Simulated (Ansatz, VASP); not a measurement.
## HfO2 (1T-HfO2 bilayer, AA) in two plane-wave programs

Aim: how closely do two programs agree when they are given the same cell, functional and k mesh? The cell is taken from a series of runs on this material, whose earlier steps may have relaxed, scaled, displaced or heated it; both programs get it as it stands.

Method: plane waves, with VASP 6.6.1 beside it; single point at PBE with D3(BJ), in Ansatz 0.2.0.

## (1) Starting point

The cell holds 6 atoms: 4 O and 2 Hf. Its edges and angles: a = 3.241 Å, b = 3.241 Å, c = 24.647 Å, α = 90.0°, β = 90.0°, γ = 120.0°. Vacuum lies along c.

## (2) Ansatz: single point, PBE with D3(BJ)

Ansatz runs on its default PAW (the set named soft_2) files.

With cell and atoms fixed, the geometry can't cause a difference; cores, projectors, grids and the points listed under the comparison can.

The input, input.yaml:

```yaml
crystal:
  lattice:
    - [3.240899056, 0.0, 0.0]
    - [-1.620449528, 2.8067009136, 0.0]
    - [0.0, 0.0, 24.6472728745]
  atoms:
    - { symbol: O, position: [0.6666666667, 0.3333333333, 0.36515196] }
    - { symbol: Hf, position: [0.0, 0.0, 0.404658956] }
    - { symbol: O, position: [0.3333333333, 0.6666666667, 0.4440859622] }
    - { symbol: O, position: [0.6666666667, 0.3333333333, 0.5559140378] }
    - { symbol: Hf, position: [0.0, 0.0, 0.595341044] }
    - { symbol: O, position: [0.3333333333, 0.6666666667, 0.63484804] }
kpoints:
  mp_grid: { grid: [18, 18, 1] }
  band_path:
    path: [[0, 0, 0], [0.5, 0, 0], [0.33333333, 0.33333333, 0], [0, 0, 0]]
    npoints: 16
hamiltonian:
  xc: pbe
  dispersion: d3bj
scf:
  occupations: { method: fermi_dirac, width: 0.02585 }
  convergence: { dr2_threshold: 1.0e-10 }
efield:
  axis: 3
  dipole_correction: true
  ramp_position: 0.97
  ramp_width: 0.06
  amplitude: 0
output:
  dos: { projected: true, e_range: [-6, 5] }
  bader: true
  write_potential: true
  write_density: true
  volumetric_format: npy
  elf: true
```

On the command line:

```console
$ ansatz run input.yaml --threads 2 --pin off --max-ram 3072MiB --backend cpu --events-out ev --progress --plain --runs-dir out
```

Numbers of over 12 decimals in the logs are rounded to 6 here.

Output:

```text
Engine: ansatz 0.2.0, aarch64-unknown-linux-gnu
Pseudopotentials: kind: paw
Pseudopotential: O, paw, valence charge 6, recommended cutoff 420 eV (normal), O.paw.azcp
Pseudopotential: Hf, paw, valence charge 26, recommended cutoff 420 eV (normal), Hf.paw.azcp
Functional definition: PBE
  parameter kappa = 0.804
  parameter beta = 0.066725
  exchange = pbe_x(kappa = kappa, mu = beta*pi^2/3)
  correlation = pbe_c(beta = beta)
Crystal: 6 atoms, lattice volume = 224.197 Å³
Basis set: ecut = 420 eV, 4487 PW (Γ)
Bands: 46, of which v1, the nominal top of the filled ones, is band 38 counted from 1 (37 counted from 0)
Symmetry: 6 space group operations
k-points: 37 of 324 (time reversal used)
Non-local potential: O, projectors of the file, l = 0: 2, l = 1: 2, l = 2: 1
Non-local potential: Hf, projectors of the file, l = 0: 3, l = 1: 2, l = 2: 2, l = 3: 3
PAW form: soft (Blöchl's): semilocal exchange-correlation on the pseudo side does not see the compensation charge
PAW one-centre angular grid: O, 110 points (default); XC on 64 Gauss nodes
PAW one-centre angular grid: Hf, 590 points (default); XC on 64 Gauss nodes
Initial density: superposition of atomic densities (neutral atoms: chi_scale 0, normalization atom), corrected by the library's trained network
Initial wavefunctions: pseudopotential atomic-orbital guess
Functional: x = pbe(κ = 0.804, μ = 0.219515), c = pbe(β = 0.066725)
SCF iter   1: F=—  HF=-33722.802331 eV  |F-HF|=—  |Δ(HF+E_count)|=         —  Δρ=1.60e-3  dr2=9.90e-3  ethr=1.77e-3  p=0.000 e·Å  D=2.07e-15 V/Å  ΔV_dip=-0.00 eV  dr2_dipole=2.03e-9  V_vac-E_F(+/−)=5.77/5.77 eV  ⟨swp⟩=8.0  Hψ=7040  notcnv=0  defer=10
efield: sawtooth ramp at fractional position 0.9700 (set: `efield.ramp_position`, or a place that a band, a saddle search or an elastic batch's reference lends), width 0.0600; the density the first Hamiltonian is built on has a dipole p = 0.000 e·Å; the dipole correction subtracts the counter field D = 2.07e-15 V/Å, which shifts the + side's vacuum level by -0.00 eV against the − side's; the planar-averaged density in the ramp window peaks in size at 2.3e-6 e/Å³
preconditioner: auto → Resta (q_TF=auto, 2.278 Å⁻¹)  ε∞=2.4  [insulator: Δε(μ)=4.679 eV  Ē_g=17.718 eV  σ=0.026 eV  W_gap=1.00  n_scr=34 (ndim 8)  ℏωp=21.0 eV  f_vac=0.640  D(μ)=0.00/eV (n_scr^D=0)  ε∞_Penn≈2.4  vacuum switching on, ρ_ref=2.3e-2 e/Å³]
SCF iter   2: F=—  HF=-33722.804900 eV  |F-HF|=—  |Δ(HF+E_count)|=   2.57e-3  Δρ=1.06e-3  dr2=2.72e-3  ethr=1.30e-5  p=0.000 e·Å  D=1.19e-5 V/Å  ΔV_dip=-0.00 eV  dr2_dipole=2.56e-9  V_vac-E_F(+/−)=5.60/5.60 eV  ⟨swp⟩=2.6  Hψ=3689  notcnv=0  defer=74
SCF iter   3: F=—  HF=-33722.804994 eV  |F-HF|=—  |Δ(HF+E_count)|=   9.42e-5  Δρ=6.33e-4  dr2=1.21e-3  ethr=3.58e-6  p=-0.000 e·Å  D=-2.03e-6 V/Å  ΔV_dip=0.00 eV  dr2_dipole=4.21e-10  V_vac-E_F(+/−)=5.55/5.55 eV  ⟨swp⟩=2.4  Hψ=2984  notcnv=0  defer=74
SCF iter   4: F=—  HF=-33722.805080 eV  |F-HF|=—  |Δ(HF+E_count)|=   8.55e-5  Δρ=1.42e-4  dr2=4.56e-5  ethr=1.60e-6  p=-0.000 e·Å  D=-1.11e-6 V/Å  ΔV_dip=0.00 eV  dr2_dipole=2.90e-12  V_vac-E_F(+/−)=5.48/5.48 eV  ⟨swp⟩=2.3  Hψ=2178  notcnv=0  defer=74
SCF iter   5: F=—  HF=-33722.805095 eV  |F-HF|=—  |Δ(HF+E_count)|=   1.46e-5  Δρ=6.77e-5  dr2=9.22e-6  ethr=6.00e-8  p=-0.000 e·Å  D=-1.80e-7 V/Å  ΔV_dip=0.00 eV  dr2_dipole=1.80e-13  V_vac-E_F(+/−)=5.47/5.47 eV  ⟨swp⟩=3.0  Hψ=2922  notcnv=0  defer=74
SCF iter   6: F=—  HF=-33722.805100 eV  |F-HF|=—  |Δ(HF+E_count)|=   5.59e-6  Δρ=2.44e-5  dr2=1.05e-6  ethr=1.21e-8  p=0.000 e·Å  D=1.04e-7 V/Å  ΔV_dip=-0.00 eV  dr2_dipole=2.96e-13  V_vac-E_F(+/−)=5.47/5.47 eV  ⟨swp⟩=2.0  Hψ=2676  notcnv=0  defer=74
SCF iter   7: F=—  HF=-33722.804982 eV  |F-HF|=—  |Δ(HF+E_count)|=   1.18e-4  Δρ=6.22e-6  dr2=4.68e-8  ethr=1.38e-9  p=0.000 e·Å  D=2.06e-7 V/Å  ΔV_dip=-0.00 eV  dr2_dipole=1.89e-12  V_vac-E_F(+/−)=5.47/5.47 eV  ⟨swp⟩=2.1  Hψ=2756  notcnv=0  defer=74
SCF iter   8: F=—  HF=-33722.804983 eV  |F-HF|=—  |Δ(HF+E_count)|=   1.59e-7  Δρ=1.58e-6  dr2=4.82e-9  ethr=6.16e-11  p=-0.000 e·Å  D=-5.27e-7 V/Å  ΔV_dip=0.00 eV  dr2_dipole=1.21e-11  V_vac-E_F(+/−)=5.47/5.47 eV  ⟨swp⟩=2.8  Hψ=3690  notcnv=0  defer=74
SCF iter   9: F=—  HF=-33722.804983 eV  |F-HF|=—  |Δ(HF+E_count)|=   2.26e-9  Δρ=5.70e-7  dr2=6.26e-10  ethr=6.34e-12  p=0.000 e·Å  D=4.20e-7 V/Å  ΔV_dip=-0.00 eV  dr2_dipole=7.54e-12  V_vac-E_F(+/−)=5.47/5.47 eV  ⟨swp⟩=2.0  Hψ=2873  notcnv=0  defer=74
SCF iter  10: F=—  HF=-33722.804983 eV  |F-HF|=—  |Δ(HF+E_count)|=  3.64e-10  Δρ=2.34e-7  dr2=1.27e-10  ethr=1.00e-12  p=-0.000 e·Å  D=-4.96e-7 V/Å  ΔV_dip=0.00 eV  dr2_dipole=9.41e-12  V_vac-E_F(+/−)=5.47/5.47 eV  ⟨swp⟩=13.1  Hψ=6646  notcnv=0
SCF iter  11: F=-33722.804983 eV  HF=-33722.804983 eV  |F-HF|=2.91e-11  |Δ(HF+E_count)|=  1.46e-11  Δρ=1.11e-7  dr2=2.46e-11  ethr=1.00e-12  p=0.000 e·Å  D=1.87e-7 V/Å  ΔV_dip=-0.00 eV  dr2_dipole=1.34e-12  V_vac-E_F(+/−)=5.47/5.47 eV  ⟨swp⟩=3.0  Hψ=3501  notcnv=0
SCF 1 converged in 11 iterations: F = -33722.804983 eV  dr2 = 2.46e-11
  greatest PAW one-centre occupation: 0.999 electrons in one spin orbital (limit 2), on the Hf atom at site 1 (counted from 0), in its partial waves of l = 0
NSCF: frozen V_eff on 49 k-points
efield: sawtooth ramp at fractional position 0.9700 (kept from the solve that this one continues, or follows in the run), width 0.0600; the density the first Hamiltonian is built on has a dipole p = 0.000 e·Å; the dipole correction subtracts the counter field D = 1.87e-7 V/Å, which shifts the + side's vacuum level by -0.00 eV against the − side's; the planar-averaged density in the ramp window peaks in size at 1.1e-7 e/Å³
WARN: The output density's exchange-correlation potential varies sharply where the density is thin. Do not read a vacuum level from v_tot or v_xc, or from such a field of the output density. On a cell that repeats whose density bears no net charge and no dipole along the vacuum's axis use v_es (v_loc + v_h of the components); under efield.dipole_correction with no amplitude use v_es + v_field, which holds any externa [...]
SCF converged after 11 iterations
Free energy (F): -33722.804983 eV
Harris-Foulkes:  -33722.804983 eV  (|F-HF|=2.91e-11)
Internal energy: -33722.804983 eV  (E = F + TS)
E sigma→0 (E₀):  -33722.804983 eV
Fermi energy:    1.205625 eV
Dipole field:    D = -0.000001 V/Å  (p = -0.000002 e·Å, saw-weighted, corrected)
Work function:   Φ+ = 5.4653 eV   Φ− = 5.4652 eV
Levels:          The Fermi level and band energies are counted from a zero that moves with the ramp; work functions are not
--- Per-component energies (eV) ---
  E_band       = -1128.272137
  E_kinetic    = 1540.836871
  E_local      = -116657.558663  (includes V_loc(G=0)·N_el)
  E_nonlocal   = -2294.045901
  E_hartree    = 57241.802563
  E_xc         = -894.349056
  E_vxc        = -907.724605  (∫ρ·V_xc dr)
  E_paw        = -14486.675230  (= ΣΔE_a)
  E_vpaw       = 2706.604863  (= ΣTr[D̂ρ^β])
  E_aug_tail   = 0.009841  (compensation charges beyond the density's cutoff)
  E_efield     = 0.000000  (sawtooth field / dipole correction)
  E_vefield    = 0.000000  (∫n·V_field dr)
  E_ewald      = 41828.022002
  E_disp       = -0.847411  (pairwise vdW)
  E_smearing   = -0.000000  (= −TS)
  E_closure    = 0.000000  (closes the sum)
  Σ components = -33722.804983   (vs F -33722.804983, Δ=0.00e0)
--- Band table (eV; the first three rows and the last of 37) ---
  k-point 0: bands = [... 34 lower, -1.4284, -1.4284, -1.3964, -1.3964, 3.9350, 3.9350, 3.9746, 3.9746, ... 4 higher]
  k-point 1: bands = [... 34 lower, -1.5424, -1.4773, -1.4417, -1.4126, 3.9322, 3.9714, 4.0108, 4.0500, ... 4 higher]
  k-point 2: bands = [... 34 lower, -1.7401, -1.6081, -1.5649, -1.3399, 3.8916, 3.9597, 4.2217, 4.2593, ... 4 higher]
  k-point 36: bands = [... 34 lower, -2.2395, -2.2395, -1.9401, -1.7863, 3.6756, 4.0701, 5.1797, 5.1797, ... 4 higher]
--- Bader charges: 6 sites ---
  site symbol  charge [e]  shift [e]
     0      O     -1.2998     0.0028
     1     Hf      2.5995     0.0057
     2      O     -1.2996     0.0028
     3      O     -1.2997     0.0028
     4     Hf      2.5995     0.0057
     5      O     -1.2998     0.0028
  estimated error of the sums over rays = 3.9e-4 e
```

## (3) VASP: single point, PBE with D3(BJ)

The same cell, functional, mesh and smearing now go to VASP, with its own data sets.

Lines of VASP's logs that name or quote its potential files are left out, and so is its time.

The input, INCAR:

```
SYSTEM = HfO2
PREC = Accurate
ENCUT = 520
EDIFF = 1E-06
NELM = 120
ISMEAR = -1
SIGMA = 0.02585
LREAL = .FALSE.
ALGO = Normal
GGA = PE
IVDW = 12
NBANDS = 28
LASPH = .TRUE.
LORBIT = 11
LWAVE = .FALSE.
LCHARG = .FALSE.
ISIF = 2
LDIPOL = .TRUE.
IDIPOL = 3
DIPOL = 0.5 0.5 0.5
LVHAR = .TRUE.
GGA_COMPAT = .FALSE.
EFERMI = MIDGAP
NELMDL = -8
KPAR = 2
```

The input, POSCAR:

```
HfO2
1.0
    3.2408990560      0.0000000000      0.0000000000
   -1.6204495280      2.8067009136      0.0000000000
    0.0000000000      0.0000000000     24.6472728745
O Hf
4 2
Direct
    0.6666666667      0.3333333333      0.3651519600
    0.3333333333      0.6666666667      0.4440859622
    0.6666666667      0.3333333333      0.5559140378
    0.3333333333      0.6666666667      0.6348480400
    0.0000000000      0.0000000000      0.4046589560
    0.0000000000      0.0000000000      0.5953410440
```

The input, KPOINTS:

```
Automatic mesh
0
Gamma
18 18 1
0 0 0
```

PAW data sets: O and Hf_pv (PBE family, release 64).

On the command line:

```console
$ mpirun -np 2 vasp_std
```

Output:

```text
[banner, memory and clock lines left out]
running    2 mpi-ranks, on    1 nodes
 distrk:  each k-point on    1 cores,    2 groups
 distr:  one band on    1 cores,    1 groups

 POSCAR found type information on POSCAR O Hf
 POSCAR found :  2 types and       6 ions
 LDA part: xc-table for (Slater+PW92), standard interpolation
 POSCAR, INCAR and KPOINTS ok, starting setup
 FFT: planning ... GRIDC
 FFT: planning ... GRID_SOFT
 FFT: planning ... GRID
 WAVECAR not read
 entering main loop
       N       E                     dE             d eps       ncg     rms          rms(c)
DAV:   1     0.349973537130E+03    0.34997E+03   -0.22657E+04  2384   0.132E+03
DAV:   2    -0.318902498841E+02   -0.38186E+03   -0.37284E+03  2832   0.333E+02
DAV:   3    -0.697020926902E+02   -0.37812E+02   -0.37590E+02  2352   0.104E+02
DAV:   4    -0.706123704018E+02   -0.91028E+00   -0.90858E+00  2804   0.175E+01
DAV:   5    -0.706274296247E+02   -0.15059E-01   -0.15052E-01  2696   0.209E+00
DAV:   6    -0.706278978932E+02   -0.46827E-03   -0.46822E-03  2712   0.364E-01
DAV:   7    -0.706279178922E+02   -0.19999E-04   -0.19998E-04  2708   0.685E-02
DAV:   8    -0.706279188578E+02   -0.96554E-06   -0.96555E-06  2748   0.150E-02    0.782E+01
DAV:   9    -0.599851500975E+02    0.10643E+02   -0.61747E+01  2304   0.421E+01    0.666E+01
DAV:  10    -0.597412369906E+02    0.24391E+00   -0.47404E+00  2348   0.145E+01    0.290E+01
DAV:  11    -0.596581421861E+02    0.83095E-01   -0.66151E-01  2596   0.459E+00    0.443E+00
DAV:  12    -0.596418782676E+02    0.16264E-01   -0.49808E-02  2208   0.166E+00    0.331E+00
DAV:  13    -0.596413113653E+02    0.56690E-03   -0.15827E-02  2712   0.750E-01    0.146E+00
DAV:  14    -0.596412235842E+02    0.87781E-04   -0.23084E-03  2312   0.304E-01    0.135E-01
[...]
DAV:  21    -0.596418750221E+02   -0.85130E-04   -0.32823E-06  1920   0.764E-03    0.187E-03
DAV:  22    -0.596418928454E+02   -0.17823E-04   -0.52745E-07  1700   0.285E-03    0.330E-03
DAV:  23    -0.596419210868E+02   -0.28241E-04   -0.21035E-06  1804   0.403E-03    0.761E-04
DAV:  24    -0.596419260136E+02   -0.49268E-05   -0.14918E-07  1656   0.143E-03    0.109E-03
DAV:  25    -0.596419337655E+02   -0.77518E-05   -0.43273E-07  1880   0.181E-03    0.105E-03
DAV:  26    -0.596419349598E+02   -0.11943E-05   -0.19915E-08  1264   0.556E-04    0.321E-04
DAV:  27    -0.596419359761E+02   -0.10163E-05   -0.13692E-08  1192   0.537E-04    0.194E-04
DAV:  28    -0.596419361650E+02   -0.18891E-06   -0.35261E-09  1144   0.249E-04
   1 F= -.60489227E+02 E0= -.60489227E+02  d E =0.000000E+00
```

OUTCAR, selected parts (step 3):

```text
ion  position               nearest neighbor table
   1  0.667  0.333  0.365-   5 2.11   5 2.11   5 2.11
   2  0.333  0.667  0.444-   5 2.11   5 2.11   5 2.11
   3  0.667  0.333  0.556-   6 2.11   6 2.11   6 2.11
   4  0.333  0.667  0.635-   6 2.11   6 2.11   6 2.11
   5  0.000  0.000  0.405-   2 2.11   2 2.11   2 2.11   1 2.11   1 2.11   1 2.11
   6  0.000  0.000  0.595-   3 2.11   3 2.11   3 2.11   4 2.11   4 2.11   4 2.11

  LATTYP: Found a hexagonal cell.
 ALAT       =     3.2408990560
 C/A-ratio  =     7.6050726816

 Subroutine GETGRP returns: Found 12 space group operations
 (whereof 12 operations were pure point group operations)

The static configuration has the point symmetry D_3d.

 Found     37 irreducible k-points:

   k-points           NKPTS =     37   k-points in BZ     NKDIM =     37   number of bands    NBANDS=     28

   dimension x,y,z NGX =    24 NGY =   24 NGZ =  192
   dimension x,y,z NGXF=    48 NGYF=   48 NGZF=  384

   ENCUT  =  520.0 eV  38.22 Ry    6.18 a.u.   6.03  6.03 45.83*2*pi/ulx,y,z

   NELECT =      44.0000    total number of electrons

 k-points in reciprocal lattice and weights: Automatic mesh
   0.00000000  0.00000000  0.00000000       0.003
   0.05555556  0.00000000  0.00000000       0.019
   0.11111111  0.00000000  0.00000000       0.019
   0.16666667 -0.00000000  0.00000000       0.019
   0.22222222 -0.00000000  0.00000000       0.019
   0.27777778  0.00000000  0.00000000       0.019
   0.33333333  0.00000000  0.00000000       0.019
   0.38888889 -0.00000000  0.00000000       0.019
   0.44444444 -0.00000000  0.00000000       0.019
[...]
0.33333333  0.27777778  0.00000000       0.037
   0.33333333  0.33333333  0.00000000       0.006

 dipolmoment           0.000000      0.000000     -0.000000 electrons x Angstroem

 average (electrostatic) potential at core
       1 -77.7149       2 -77.7243       3 -77.7243       4 -77.7149       5 -45.2688
       6 -45.2688

 E-fermi :  -2.2630

 k-point     1 :       0.0000    0.0000    0.0000
  band No.  band energies     occupation
    ...
     18      -4.9544      2.00000
     19      -4.9197      2.00000
     20      -4.9197      2.00000
     21      -4.8876      2.00000
     22      -4.8876      2.00000
     23       0.4737      0.00000
     24       0.4737      0.00000
     25       0.5131      0.00000
     26       0.5131      0.00000
     27       0.7687      0.00000
    ...

 k-point     2 :       0.0556    0.0000    0.0000
  band No.  band energies     occupation
    ...
     18      -5.0673      2.00000
     19      -5.0315      2.00000
     20      -4.9666      2.00000
     21      -4.9309      2.00000
     22      -4.8923      2.00000
     23       0.4715      0.00000
     24       0.5106      0.00000
     25       0.5491      0.00000
     26       0.5880      0.00000
     27       0.8755      0.00000
    ...

 k-point     3 :       0.1111    0.0000    0.0000
  band No.  band energies     occupation
    ...
     18      -5.3965      2.00000
     19      -5.2208      2.00000
     20      -5.0920      2.00000
     21      -5.0488      2.00000
     22      -4.8142      2.00000
     23       0.4331      0.00000
     24       0.5000      0.00000
     25       0.7590      0.00000
     26       0.7963      0.00000
     27       1.1537      0.00000
    ...

 Edisp (eV)   -0.84729

  Total      -1.50726    -1.50726    -0.86061    -0.00000     0.00000     0.00000
  in kB     -10.77133   -10.77133    -6.15013    -0.00000     0.00000     0.00000
  external pressure =       -9.23 kB  Pullay stress =        0.00 kB

  energy-cutoff  :      520.00
  volume of cell :      224.20
      direct lattice vectors                 reciprocal lattice vectors
     3.240899056  0.000000000  0.000000000     0.308556355  0.178145095  0.000000000
    -1.620449528  2.806700914  0.000000000     0.000000000  0.356290189  0.000000000
     0.000000000  0.000000000 24.647272875     0.000000000  0.000000000  0.040572440

 POSITION                                       TOTAL-FORCE (eV/Angst)
 -----------------------------------------------------------------------------------
      1.62045      0.93557      9.00000         0.000000     -0.000000      0.199263
     -0.00000      1.87113     10.94551         0.000000     -0.000000     -0.199624
      1.62045      0.93557     13.70176        -0.000000      0.000000      0.199624
     -0.00000      1.87113     15.64727        -0.000000     -0.000000     -0.199263
      0.00000      0.00000      9.97374        -0.000000      0.000000     -0.002587
      0.00000      0.00000     14.67353        -0.000000      0.000000      0.002587
 -----------------------------------------------------------------------------------
    total drift:                               -0.000000      0.000000      0.000000

  FREE ENERGIE OF THE ION-ELECTRON SYSTEM (eV)
  ---------------------------------------------------
  free  energy   TOTEN  =       -60.4892272445 eV

  energy  without entropy=      -60.4892272445  energy(sigma->0) =      -60.48922724

 vacuum level on the upper side and lower side of the slab         3.268         3.268

 total charge
# of ion       s       p       d       tot
------------------------------------------
    1        1.564   3.502   0.000   5.066
    2        1.565   3.503   0.000   5.068
    3        1.565   3.503   0.000   5.068
    4        1.564   3.502   0.000   5.066
    5        0.314   6.657   1.479   8.450
    6        0.314   6.657   1.479   8.450
--------------------------------------------------
tot          6.887  27.324   2.957  37.168

[... 3 further parts left out ...]
```

## (4) Differences

Known differences besides the potentials themselves: the data sets hold 76 valence electrons in Ansatz (on its default PAW (the set named soft_2) files) and 44 in VASP; the cutoff is 420 eV in Ansatz and 520 eV in VASP. Total energies have different zeros and are not compared.

Both answers:

```
              quantity  Ansatz   VASP  difference
gap on the k mesh (eV)   4.683  4.696      -0.013
```

A gap on the mesh is an upper bound, since the band edges may lie between its points; neither run holds spin-orbit coupling, which can move the band edges of a compound of Hf. With vacuum in the cell, a pressure given here is an average over mostly empty space and none of the material.

## (5) Outcome

```yaml
difference_in_gap_on_the_k_mesh_single_point_pbe_with_d3_bj: -0.013 eV
```

What this shows: The difference in gap on the k mesh is -0.013 eV (single point, PBE with D3(BJ)), within the 0.08 eV picked in this series as the mark of a large difference. The data sets hold unlike numbers of valence electrons (76 in Ansatz and 44 in VASP), so part of the differences comes from the potentials. Such differences can come from data sets, numerical settings and the points named under the comparisons, not from the functional's error against experiment.

[Lines on the potential files, build, host, timing and source positions are cut from VASP's logs without a mark.]

[Logs are printed without paths, hosts, clocks, repeated set-up lines and the standing remarks that a program may print on its own settings, such as how far it seeks lower states.]

[Hosts, paths, dates, database ids (printed as entryN), source tags and the programs' standing remarks are cut or masked in the printed files.]
